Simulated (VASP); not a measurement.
Wanted: the native input for a VASP 6.6.1 run.

```
Task                   : relaxation of cell and atoms
Functional             : r2SCAN
Potentials or basis    : VASP PAW PBE potentials, release 64 (Ir)
Cutoff                 : 600 eV
k mesh                 : 16 × 16 × 16
Occupations            : methfessel-paxton, width 0.1 eV
Spin                   : no spin polarisation
Further INCAR settings : ALGO = Normal; EDIFF = 1e-07; IBRION = 2; EDIFFG = -0.005; NSW = 90; ISIF = 3
```

The structure of Ir lies in POSCAR:

```
Ir                                      
1.0
    0.0000000000      1.9267836763      1.9267836763
    1.9267836763     -0.0000000000      1.9267836763
    1.9267836763      1.9267836763      0.0000000000
  Ir            
     1
Direct
     0.0000000000000000    0.0000000000000000    0.0000000000000000
```

These files were run (other wordings do the same):

INCAR

```
PREC     = Accurate       # precision mode
ENCUT    = 600            # plane-wave cutoff, eV
EDIFF    = 1E-7           # SCF threshold, eV
ISMEAR   = 1              # smearing method
SIGMA    = 0.1            # smearing width, eV
LREAL    = F              # projectors in reciprocal space
LASPH    = T              # aspherical terms in the spheres
NELM     = 80             # most SCF steps
ALGO     = Normal         # electronic algorithm
ISIF     = 3              # what is computed and relaxed
LWAVE    = F              # write WAVECAR
LCHARG   = F              # write CHGCAR
METAGGA  = R2SCAN         # meta-GGA
LMIXTAU  = T            
IBRION   = 2              # ionic algorithm
NSW      = 90             # ionic steps
EDIFFG   = -0.005         # ionic threshold
KPAR     = 2
```

KPOINTS

```
regular mesh
0
Gamma
  16 16 16
```

Potentials or basis: VASP PAW PBE potentials, release 64 (Ir).

The run is started by

```console
$ cat potpaw_PBE.64/Ir/POTCAR > POTCAR
$ mpirun -np 2 vasp_std > vasp.out
```

It gave:

| Item | Value |
| --- | --- |
| Pressure after relaxing | 0.0 GPa |
| Band gap on the k mesh | none (metal or under the smearing width) |

Caveat: the relaxation stopped at its first step, so nothing moved; the PAW data sets were made with another functional, which shifts forces and pressure a little.

It took 54 s on 2 MPI ranks on AMD EPYC 9R14 (Zen 4), with other jobs on the host, peak memory 0.13 GiB a rank.
